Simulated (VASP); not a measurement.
Input:

```yaml
crystal:
  lattice:
    - [3.51242, 0.00000, 0.00000]
    - [0.00000, 3.51242, 0.00000]
    - [0.00000, 0.00000, 3.51242]
  atoms:
    - { symbol: Fe, position: [0.00000, 0.00000, 0.00000], spin: 2.7 }
    - { symbol: Ni, position: [0.00000, 0.50000, 0.50000], spin: 0.6 }
    - { symbol: Ni, position: [0.50000, 0.00000, 0.50000], spin: 0.6 }
    - { symbol: Ni, position: [0.50000, 0.50000, 0.00000], spin: 0.6 }
```

The numbers are results of LDA (Ceperley-Alder, Perdew-Zunger), VASP's LDA PAW potentials (set 64) (plane waves; VASP 6.6.1), not measurements. Numerical set-up: 520 eV cut-off, 9×9×9 Γ-centred mesh, first-order Methfessel-Paxton smearing of 0.10 eV, potentials Fe Ni.

Q: Give the stress tensor in GPa (positive for a compressed cell).

A: 
```
-12.72    0.00    0.00
  0.00  -12.72    0.00
  0.00    0.00  -12.72
```
The pressure is its mean diagonal, -12.72 GPa.

The compound is Ni3Fe in the L1_2 structure. This cell is one point of a volume scan, at 1.06 of the reference volume.
